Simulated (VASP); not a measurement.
OSZICAR of a VASP run on NiSi2 (fluorite):

### OSZICAR
```
       N       E                     dE             d eps       ncg     rms          rms(c)
DAV:   1     0.546205042964E+02    0.54621E+02   -0.80077E+03  1246   0.141E+03
DAV:   2    -0.304680942433E+02   -0.85089E+02   -0.79708E+02  1267   0.252E+02
DAV:   3    -0.344815231094E+02   -0.40134E+01   -0.39237E+01  1609   0.622E+01
DAV:   4    -0.345498444831E+02   -0.68321E-01   -0.68271E-01  1468   0.767E+00
DAV:   5    -0.345517241769E+02   -0.18797E-02   -0.18794E-02  1585   0.135E+00    0.164E+01
DAV:   6    -0.362053199658E+02   -0.16536E+01   -0.49884E+01  1315   0.180E+02    0.237E+01
DAV:   7    -0.306151249003E+02    0.55902E+01   -0.13386E+01  1470   0.109E+02    0.472E+00
DAV:   8    -0.305706088128E+02    0.44516E-01   -0.21553E+00  1788   0.278E+01    0.356E+00
DAV:   9    -0.305152468996E+02    0.55362E-01   -0.22838E-01  1551   0.108E+01    0.553E-01
DAV:  10    -0.305340606844E+02   -0.18814E-01   -0.29032E-02  1615   0.308E+00    0.472E-01
DAV:  11    -0.305291462387E+02    0.49144E-02   -0.45232E-02  1510   0.554E+00    0.714E-01
DAV:  12    -0.305326778315E+02   -0.35316E-02   -0.24745E-02  1434   0.411E+00    0.619E-02
DAV:  13    -0.305327743619E+02   -0.96530E-04   -0.65488E-04  1465   0.495E-01    0.228E-02
DAV:  14    -0.305327656513E+02    0.87106E-05   -0.20917E-05  1786   0.537E-02    0.160E-02
DAV:  15    -0.305327830105E+02   -0.17359E-04   -0.79511E-06  1542   0.627E-02    0.192E-02
DAV:  16    -0.305327502822E+02    0.32728E-04   -0.15476E-05  1454   0.750E-02    0.396E-03
DAV:  17    -0.305327524370E+02   -0.21548E-05   -0.38279E-07  1492   0.608E-03    0.382E-03
DAV:  18    -0.305327529113E+02   -0.47431E-06   -0.46342E-09   776   0.834E-04    0.411E-03
DAV:  19    -0.305327543030E+02   -0.13916E-05   -0.13000E-07   946   0.493E-03    0.132E-03
DAV:  20    -0.305327534482E+02    0.85475E-06   -0.16560E-08   731   0.146E-03    0.833E-04
DAV:  21    -0.305327541551E+02   -0.70687E-06   -0.28337E-09   701   0.733E-04    0.808E-04
DAV:  22    -0.305327539810E+02    0.17411E-06   -0.13436E-09   686   0.509E-04    0.712E-04
DAV:  23    -0.305327543591E+02   -0.37810E-06   -0.10683E-08   691   0.271E-03    0.250E-04
DAV:  24    -0.305327540883E+02    0.27081E-06   -0.30340E-09   681   0.885E-04    0.938E-05
DAV:  25    -0.305327541948E+02   -0.10649E-06   -0.10813E-09   671   0.556E-04    0.492E-05
DAV:  26    -0.305327541214E+02    0.73341E-07   -0.32200E-10   666   0.297E-04
   1 F= -.30532754E+02 E0= -.30532221E+02  d E =-.159806E-02
```

Task: Which electronic solver shows in the log?

Result: It is blocked Davidson (ALGO = Normal, or the opening steps of other solvers). The INCAR had ALGO = Normal.

Task: How was spin treated?

Result: Without spin polarisation: there is no mag entry.

Task: Can the final energy be trusted as converged?

Result: The calculation finished and met its thresholds. It stopped with EDIFF = 1E-7, NELM = 100 (r2SCAN meta-GGA, plane waves, VASP's PBE PAW potentials (set 64)).

The compound is NiSi2 in the fluorite structure. It was relaxed first. The run is not spin-polarised, so no magnetic state was tried.
